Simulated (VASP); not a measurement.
# In2Co3S2: a series over U, part 2 of 3

What does DFT+U do to In2Co3S2? The start is a cell from a database of measured crystal structures.

VASP 6.6.1, plane waves and PAW; the level of theory is named at each step.

Still holding for the runs below: The k-mesh is coarse for a metal.

So far. Step 2 (Series over U, start order fm, U 0): Energy at zero smearing: -43.12992 eV.

## 3. Series over U, start order AFM, U 0

This step: LDA, spin-polarised from a ferrimagnetic start; plane waves and PAW (In_d, Co, S) (VASP 6.6.1).

INCAR

```
SYSTEM = In2Co3S2
PREC = Normal
ENCUT = 350
EDIFF = 1E-06
NELM = 150
ISMEAR = 0
SIGMA = 0.05
LREAL = .FALSE.
ALGO = Normal
GGA = CA
NBANDS = 44
ISPIN = 2
MAGMOM = 0 0 2 -2 2 0 0
LMAXMIX = 4
LORBIT = 11
LWAVE = .FALSE.
LCHARG = .FALSE.
KPAR = 2
AMIX = 0.2
BMIX = 1E-04
AMIX_MAG = 0.8
BMIX_MAG = 1E-04
NEDOS = 1200
LASPH = .TRUE.
```

POSCAR

```
In2Co3S2
1.0
    2.6584946312      1.5348825910      4.5552924536
   -2.6584946312      1.5348825910      4.5552924536
    0.0000000000     -3.0697651819      4.5552924536
In Co S
2 3 2
Direct
    0.5000000000      0.5000000000      0.5000000000
    0.0000000000      0.0000000000      0.0000000000
    0.5000000000      0.0000000000      0.0000000000
    0.0000000000      0.5000000000      0.0000000000
    0.0000000000      0.0000000000      0.5000000000
    0.2790000000      0.2790000000      0.2790000000
    0.7210000000      0.7210000000      0.7210000000
```

KPOINTS

```
Automatic mesh
0
Gamma
4 4 4
0 0 0
```

PAW data sets: In_d, Co and S (LDA family, release 64).

Started as:

```sh
$ mpirun -np 2 vasp_std
```

The log of the run:

```text
[... set-up lines as in an earlier step ...]
 entering main loop
       N       E                     dE             d eps       ncg     rms          rms(c)
DAV:   1     0.543443584670E+03    0.54344E+03   -0.21935E+04  4232   0.145E+03
DAV:   2     0.252158143374E+02   -0.51823E+03   -0.49373E+03  4232   0.390E+02
DAV:   3    -0.419479349863E+02   -0.67164E+02   -0.63330E+02  4744   0.164E+02
DAV:   4    -0.459432115311E+02   -0.39953E+01   -0.39380E+01  5132   0.402E+01
DAV:   5    -0.461280323699E+02   -0.18482E+00   -0.18469E+00  6184   0.817E+00    0.235E+01
DAV:   6    -0.449273645852E+02    0.12007E+01   -0.14192E+01  5612   0.468E+01    0.174E+01
DAV:   7    -0.435191666042E+02    0.14082E+01   -0.37257E+00  5464   0.312E+01    0.122E+01
DAV:   8    -0.442228019677E+02   -0.70364E+00   -0.28344E+00  6288   0.266E+01    0.167E+01
DAV:   9    -0.431576425807E+02    0.10652E+01   -0.19471E+00  5792   0.214E+01    0.358E+00
DAV:  10    -0.431607309113E+02   -0.30883E-02   -0.33978E-01  4720   0.551E+00    0.209E+00
DAV:  11    -0.431441566552E+02    0.16574E-01   -0.37108E-02  5124   0.222E+00    0.149E+00
DAV:  12    -0.431344677340E+02    0.96889E-02   -0.27739E-02  6104   0.167E+00    0.599E-01
DAV:  13    -0.431347653498E+02   -0.29762E-03   -0.80832E-03  5084   0.743E-01    0.242E-01
DAV:  14    -0.431347805310E+02   -0.15181E-04   -0.52731E-04  5280   0.251E-01    0.174E-01
DAV:  15    -0.431347239060E+02    0.56625E-04   -0.87534E-05  6048   0.771E-02    0.905E-02
DAV:  16    -0.431347166922E+02    0.72137E-05   -0.56615E-05  5844   0.490E-02    0.285E-02
DAV:  17    -0.431347152813E+02    0.14109E-05   -0.72375E-06  5056   0.225E-02    0.139E-02
DAV:  18    -0.431347147846E+02    0.49677E-06   -0.25410E-06  3604   0.146E-02
   1 F= -.43134715E+02 E0= -.43129871E+02  d E =-.968725E-02  mag=     0.1959
```

Run time: 44 s. Hardware: 2 MPI ranks of AMD EPYC 9R45, shared host; peak memory 0.4 GiB; 86 s of CPU time.

From OUTCAR (step 3):

```text
The static configuration has the point symmetry D_3d.

 Found     24 irreducible k-points:

   k-points           NKPTS =     24   k-points in BZ     NKDIM =     24   number of bands    NBANDS=     44

   NELECT =      65.0000    total number of electrons

 E-fermi :   8.2100

 spin component 1
 k-point     1 :       0.0000    0.0000    0.0000
  band No.  band energies     occupation
    ...
     29       7.3811      1.00000
     30       7.3812      1.00000
     31       7.7683      1.00000
     32       7.8439      1.00000
     33       7.8441      1.00000
     34       8.5139      0.00000
     35       8.7997      0.00000
     36       8.7997      0.00000
     37       9.5727      0.00000
     38       9.6743      0.00000
    ...

 k-point     2 :       0.2500   -0.0000    0.0000
  band No.  band energies     occupation
    ...
     28       7.1950      1.00000
     29       7.5462      1.00000
     30       7.7372      1.00000
     31       7.7520      1.00000
     32       7.8820      1.00000
     33       8.2156      0.43722
     34       8.8223      0.00000
     35       9.0402      0.00000
     36       9.3936      0.00000
     37      10.0490      0.00000
    ...

 k-point     3 :      -0.0000    0.2500    0.0000
  band No.  band energies     occupation
    ...
     28       7.1949      1.00000
     29       7.5462      1.00000
     30       7.7372      1.00000
     31       7.7520      1.00000
     32       7.8821      1.00000
     33       8.2155      0.43842
     34       8.8223      0.00000
     35       9.0402      0.00000
     36       9.3936      0.00000
     37      10.0490      0.00000
    ...

 k-point     4 :       0.5000   -0.0000    0.0000
  band No.  band energies     occupation
    ...
     28       7.5215      1.00000
     29       7.6174      1.00000
     30       7.6305      1.00000
     31       7.7588      1.00000
     32       7.8749      1.00000
     33       8.7089      0.00000
     34       9.0081      0.00000
     35       9.7005      0.00000
     36       9.8022      0.00000
     37      10.7792      0.00000
    ...

  Total       -7.1214212     -7.1225545     -8.2067683     -0.0009814     -0.0006264      0.0010850
  in kB     -102.3054559   -102.3217359   -117.8974177     -0.0140989     -0.0089988      0.0155865
  external PRESSURE =    -107.5082032 kB  Pullay stress =       0.0000000 kB

 POSITION                                       TOTAL-FORCE (eV/Angst)
 -----------------------------------------------------------------------------------
      0.00000      0.00000      6.83294         0.000000      0.000000     -0.000000
      0.00000      0.00000      0.00000         0.000000     -0.000000     -0.000000
      1.32925      0.76744      2.27765         0.000000      0.000000     -0.000000
     -1.32925      0.76744      2.27765         0.000000      0.000000      0.000000
      0.00000     -1.53488      2.27765         0.000000     -0.000000      0.000000
      0.00000      0.00000      3.81278         0.000021     -0.000012     -1.125439
      0.00000      0.00000      9.85310        -0.000021      0.000012      1.125439
 -----------------------------------------------------------------------------------
    total drift:                               -0.000000      0.000000      0.000000

  FREE ENERGIE OF THE ION-ELECTRON SYSTEM (eV)
  ---------------------------------------------------
  free  energy   TOTEN  =       -43.1347147846 eV

  energy  without entropy=      -43.1250275373  energy(sigma->0) =      -43.12987116

 magnetization (x)
# of ion       s       p       d       tot
------------------------------------------
    1        0.002  -0.001   0.002   0.003
    2        0.002   0.003   0.000   0.005
    3        0.000   0.002   0.053   0.056
    4        0.000   0.002   0.053   0.056
    5        0.000   0.002   0.053   0.056
    6        0.000   0.003   0.000   0.003
    7        0.000   0.003   0.000   0.003
--------------------------------------------------
tot          0.007   0.015   0.161   0.182

[... 7 parts as in an earlier step ...]

[... 10 further parts left out ...]
```

Numbers from this step:

- electronic cycles: 18
- Fermi energy: 8.21 eV
- moment of the cell, from the last line of the log: 0.1959 μB

Spin moment in the PAW sphere by atom:

| atom | spin moment in the PAW sphere (μB) |
| --- | --- |
| In1 | 0.0030 |
| In2 | 0.0050 |
| Co3 | 0.0560 |
| Co4 | 0.0560 |
| Co5 | 0.0560 |
| S6 | 0.0030 |
| S7 | 0.0030 |

Force by atom:

| atom | x (eV/Å) | y (eV/Å) | z (eV/Å) | size |
| --- | --- | --- | --- | --- |
| In1 | 0.00 | 0.00 | 0.00 | 0.00 |
| In2 | 0.00 | 0.00 | 0.00 | 0.00 |
| Co3 | 0.00 | 0.00 | 0.00 | 0.00 |
| Co4 | 0.00 | 0.00 | 0.00 | 0.00 |
| Co5 | 0.00 | 0.00 | 0.00 | 0.00 |
| S6 | 0.00 | 0.00 | -1.13 | 1.13 |
| S7 | 0.00 | 0.00 | 1.13 | 1.13 |

Energy at zero smearing: -43.12987 eV.

The run ends at a pressure of -10.75 GPa, with forces up to 1.1 eV/Å.

## 4. Series over U, start order fm, U 1

This step: LDA, DFT+U (Co d 1 eV), spin-polarised from a ferromagnetic start; plane waves and PAW (In_d, Co, S) (VASP 6.6.1).

Edit INCAR of step 3 so:

```diff
@@ -12,3 +12,10 @@
 ISPIN = 2
-MAGMOM = 0 0 2 -2 2 0 0
+MAGMOM = 0 0 2 2 2 0 0
+LDAU = .TRUE.
+LDAUTYPE = 2
+LDAUL = -1 2 -1
+LDAUU = 0 1 0
+LDAUJ = 0 0 0
+LDAUPRINT = 1
+LASPH = .TRUE.
 LMAXMIX = 4
@@ -23,2 +30 @@
 NEDOS = 1200
-LASPH = .TRUE.
```

POSCAR is that of step 3.

KPOINTS is that of step 3.

Started as:

```sh
$ mpirun -np 2 vasp_std
```

The log of the run:

```text
[... set-up lines as in an earlier step ...]
 entering main loop
       N       E                     dE             d eps       ncg     rms          rms(c)
DAV:   1     0.549130352115E+03    0.54913E+03   -0.22121E+04  2312   0.146E+03
DAV:   2     0.296132312652E+02   -0.51952E+03   -0.49430E+03  2300   0.392E+02
DAV:   3    -0.385528983442E+02   -0.68166E+02   -0.65028E+02  2512   0.165E+02
DAV:   4    -0.426773150566E+02   -0.41244E+01   -0.40620E+01  2800   0.406E+01
[...]
DAV:  16    -0.404475236643E+02   -0.54140E-05   -0.30405E-05  3448   0.455E-02    0.358E-02
DAV:  17    -0.404475197124E+02    0.39519E-05   -0.97506E-06  2772   0.384E-02    0.201E-02
DAV:  18    -0.404475196109E+02    0.10147E-06   -0.12832E-06  1428   0.177E-02
   1 F= -.40447520E+02 E0= -.40444910E+02  d E =-.521831E-02  mag=     0.8319
```

The job ended after 27 s (2 MPI ranks; peak memory 0.33 GiB; 52 s of CPU time).

From OUTCAR (step 4):

```text
  Total       -7.5190650     -7.5190650     -8.1919121      0.0000000     -0.0000000      0.0000000
  in kB     -108.0179575   -108.0179575   -117.6839955      0.0000000     -0.0000000      0.0000000
  external PRESSURE =    -111.2399702 kB  Pullay stress =       0.0000000 kB

 POSITION                                       TOTAL-FORCE (eV/Angst)
 -----------------------------------------------------------------------------------
      0.00000      0.00000      6.83294         0.000000     -0.000000     -0.000000
      0.00000      0.00000      0.00000         0.000000     -0.000000     -0.000000
      1.32925      0.76744      2.27765         0.000000     -0.000000     -0.000000
     -1.32925      0.76744      2.27765        -0.000000     -0.000000     -0.000000
      0.00000     -1.53488      2.27765        -0.000000     -0.000000     -0.000000
      0.00000      0.00000      3.81278         0.000000     -0.000000     -1.110864
      0.00000      0.00000      9.85310         0.000000      0.000000      1.110864
 -----------------------------------------------------------------------------------
    total drift:                               -0.000000      0.000000      0.000000

  FREE ENERGIE OF THE ION-ELECTRON SYSTEM (eV)
  ---------------------------------------------------
  free  energy   TOTEN  =       -40.4475196109 eV

  energy  without entropy=      -40.4423012976  energy(sigma->0) =      -40.44491045

 magnetization (x)
# of ion       s       p       d       tot
------------------------------------------
    1        0.007  -0.006   0.006   0.007
    2        0.004   0.003   0.002   0.009
    3        0.001   0.009   0.246   0.256
    4        0.001   0.009   0.246   0.256
    5        0.001   0.009   0.246   0.256
    6        0.001   0.006   0.000   0.007
    7        0.001   0.006   0.000   0.007
--------------------------------------------------
tot          0.017   0.037   0.745   0.799

[... 2 parts as in an earlier step ...]

[... 1 further part left out ...]
[key lines of the parts left out:]
E-fermi :   8.1204
```

The magnetic state follows from one typed start and may not be the lowest.

Spin moment in the PAW sphere by atom:

| atom | spin moment in the PAW sphere (μB) |
| --- | --- |
| In1 | 0.007 |
| In2 | 0.009 |
| Co3 | 0.256 |
| Co4 | 0.256 |
| Co5 | 0.256 |
| S6 | 0.007 |
| S7 | 0.007 |

Energy at zero smearing: -40.44491 eV.

## 5. Series over U, start order AFM, U 1

This step: LDA, DFT+U (Co d 1 eV), spin-polarised from a ferrimagnetic start; plane waves and PAW (In_d, Co, S) (VASP 6.6.1).

Edit INCAR of step 4 so:

```diff
@@ -12,3 +12,3 @@
 ISPIN = 2
-MAGMOM = 0 0 2 2 2 0 0
+MAGMOM = 0 0 2 -2 2 0 0
 LDAU = .TRUE.
```

POSCAR is that of step 4.

KPOINTS is that of step 4.

Started as:

```sh
$ mpirun -np 2 vasp_std
```

The log of the run:

```text
[... set-up lines as in an earlier step ...]
 entering main loop
       N       E                     dE             d eps       ncg     rms          rms(c)
DAV:   1     0.545172937020E+03    0.54517E+03   -0.21980E+04  4232   0.145E+03
DAV:   2     0.280130293671E+02   -0.51716E+03   -0.49277E+03  4236   0.389E+02
DAV:   3    -0.389399203599E+02   -0.66953E+02   -0.63226E+02  4784   0.164E+02
DAV:   4    -0.428594904638E+02   -0.39196E+01   -0.38663E+01  5076   0.399E+01
[...]
DAV:  43    -0.404442635262E+02   -0.44972E-05   -0.11685E-05  5912   0.403E-02    0.922E-03
DAV:  44    -0.404442655942E+02   -0.20679E-05   -0.34401E-06  4028   0.154E-02    0.111E-02
DAV:  45    -0.404442664276E+02   -0.83341E-06   -0.49481E-07  2304   0.631E-03
   1 F= -.40444266E+02 E0= -.40440244E+02  d E =-.804387E-02  mag=     0.4437
```

Elapsed: 1.8 min, on 2 MPI ranks; peak memory 0.41 GiB; 3.6 min of CPU time.

Parts of OUTCAR (step 5):

```text
  Total       -7.5308496     -7.5962747     -8.5660944     -0.0566599     -0.0525225      0.0909717
  in kB     -108.1872529   -109.1271426   -123.0594516     -0.8139684     -0.7545316      1.3068877
  external PRESSURE =    -113.4579491 kB  Pullay stress =       0.0000000 kB

 POSITION                                       TOTAL-FORCE (eV/Angst)
 -----------------------------------------------------------------------------------
      0.00000      0.00000      6.83294         0.000000     -0.000000     -0.000000
      0.00000      0.00000      0.00000         0.000000      0.000000     -0.000000
      1.32925      0.76744      2.27765         0.000000     -0.000000     -0.000000
     -1.32925      0.76744      2.27765         0.000000     -0.000000     -0.000000
      0.00000     -1.53488      2.27765         0.000000     -0.000000     -0.000000
      0.00000      0.00000      3.81278         0.011908     -0.006875     -1.169277
      0.00000      0.00000      9.85310        -0.011908      0.006875      1.169277
 -----------------------------------------------------------------------------------
    total drift:                               -0.000000      0.000000      0.000000

  FREE ENERGIE OF THE ION-ELECTRON SYSTEM (eV)
  ---------------------------------------------------
  free  energy   TOTEN  =       -40.4442664276 eV

  energy  without entropy=      -40.4362225622  energy(sigma->0) =      -40.44024449

 magnetization (x)
# of ion       s       p       d       tot
------------------------------------------
    1        0.005  -0.002   0.003   0.006
    2        0.002   0.003   0.001   0.006
    3        0.001   0.005   0.221   0.228
    4       -0.000   0.006  -0.061  -0.055
    5        0.001   0.005   0.221   0.228
    6        0.001   0.005   0.000   0.005
    7        0.001   0.005   0.000   0.005
--------------------------------------------------
tot          0.010   0.027   0.386   0.423

[... 2 parts as in an earlier step ...]

[... 1 further part left out ...]
[key lines of the parts left out:]
E-fermi :   8.1246
```

Spin moment in the PAW sphere by atom:

| atom | spin moment in the PAW sphere (μB) |
| --- | --- |
| In1 | 0.006 |
| In2 | 0.006 |
| Co3 | 0.228 |
| Co4 | -0.055 |
| Co5 | 0.228 |
| S6 | 0.005 |
| S7 | 0.005 |

Energy at zero smearing: -40.44024 eV.

The run ends at a pressure of -11.35 GPa, with forces up to 1.2 eV/Å.

## 6. Series over U, start order fm, U 3

This step: LDA, DFT+U (Co d 3 eV), spin-polarised from a ferromagnetic start; plane waves and PAW (In_d, Co, S) (VASP 6.6.1).

Edit INCAR of step 5 so:

```diff
@@ -12,3 +12,3 @@
 ISPIN = 2
-MAGMOM = 0 0 2 -2 2 0 0
+MAGMOM = 0 0 2 2 2 0 0
 LDAU = .TRUE.
@@ -16,3 +16,3 @@
 LDAUL = -1 2 -1
-LDAUU = 0 1 0
+LDAUU = 0 3 0
 LDAUJ = 0 0 0
```

POSCAR is that of step 5.

KPOINTS is that of step 5.

Started as:

```sh
$ mpirun -np 2 vasp_std
```

The log of the run:

```text
[... set-up lines as in an earlier step ...]
 entering main loop
       N       E                     dE             d eps       ncg     rms          rms(c)
DAV:   1     0.552460332369E+03    0.55246E+03   -0.22221E+04  2312   0.146E+03
DAV:   2     0.350488014914E+02   -0.51741E+03   -0.49280E+03  2288   0.391E+02
DAV:   3    -0.329303874534E+02   -0.67979E+02   -0.65085E+02  2532   0.165E+02
DAV:   4    -0.369405365535E+02   -0.40101E+01   -0.39522E+01  2728   0.401E+01
[...]
DAV:  21    -0.355670894751E+02   -0.33095E-05   -0.20985E-05  2464   0.344E-02    0.735E-03
DAV:  22    -0.355670906528E+02   -0.11777E-05   -0.29952E-06  1736   0.151E-02    0.292E-03
DAV:  23    -0.355670907658E+02   -0.11300E-06   -0.74589E-07  1396   0.896E-03
   1 F= -.35567091E+02 E0= -.35566161E+02  d E =-.185995E-02  mag=     3.0594
```

Wall time 34 s (2 MPI ranks); peak memory 0.33 GiB.

From OUTCAR (step 6):

```text
  Total       -5.8697931     -5.8697931     -5.1848322      0.0000000     -0.0000000     -0.0000000
  in kB      -84.3247212    -84.3247212    -74.4846570      0.0000000     -0.0000000     -0.0000000
  external PRESSURE =     -81.0446998 kB  Pullay stress =       0.0000000 kB

 POSITION                                       TOTAL-FORCE (eV/Angst)
 -----------------------------------------------------------------------------------
      0.00000      0.00000      6.83294        -0.000000      0.000000      0.000000
      0.00000      0.00000      0.00000         0.000000      0.000000      0.000000
      1.32925      0.76744      2.27765         0.000000      0.000000      0.000000
     -1.32925      0.76744      2.27765        -0.000000      0.000000      0.000000
      0.00000     -1.53488      2.27765         0.000000      0.000000      0.000000
      0.00000      0.00000      3.81278         0.000000     -0.000000     -0.644761
      0.00000      0.00000      9.85310         0.000000      0.000000      0.644761
 -----------------------------------------------------------------------------------
    total drift:                               -0.000000      0.000000      0.000000

  FREE ENERGIE OF THE ION-ELECTRON SYSTEM (eV)
  ---------------------------------------------------
  free  energy   TOTEN  =       -35.5670907658 eV

  energy  without entropy=      -35.5652308161  energy(sigma->0) =      -35.56616079

 magnetization (x)
# of ion       s       p       d       tot
------------------------------------------
    1       -0.015  -0.079   0.003  -0.091
    2       -0.007  -0.047   0.000  -0.053
    3        0.002  -0.011   1.155   1.146
    4        0.002  -0.011   1.155   1.146
    5        0.002  -0.011   1.155   1.146
    6       -0.001  -0.029   0.000  -0.030
    7       -0.001  -0.029   0.000  -0.030
--------------------------------------------------
tot         -0.017  -0.215   3.467   3.236

[... 2 parts as in an earlier step ...]

[... 1 further part left out ...]
[key lines of the parts left out:]
E-fermi :   8.3558
```

Spin moment in the PAW sphere by atom:

| atom | spin moment in the PAW sphere (μB) |
| --- | --- |
| In1 | -0.09 |
| In2 | -0.05 |
| Co3 | 1.15 |
| Co4 | 1.15 |
| Co5 | 1.15 |
| S6 | -0.03 |
| S7 | -0.03 |

Energy at zero smearing: -35.56616 eV.

The run ends at a pressure of -8.10 GPa, with forces up to 0.64 eV/Å.

(Continued in part 3 of 3.)

[Lines on the potential files, build, host, timing and source positions are cut from VASP's logs without a mark.]

[Logs are printed without paths, hosts, clocks, repeated set-up lines and the standing remarks that a program may print on its own settings, such as how far it seeks lower states.]

[Hosts, paths, dates, database ids (printed as entryN), source tags and the programs' standing remarks are cut or masked in the printed files.]

[In band tables of VASP the shares of atoms and orbitals are scaled to a sum of 1 inside the atoms' spheres.]

[Runs that stopped without an error message from VASP are left out.]
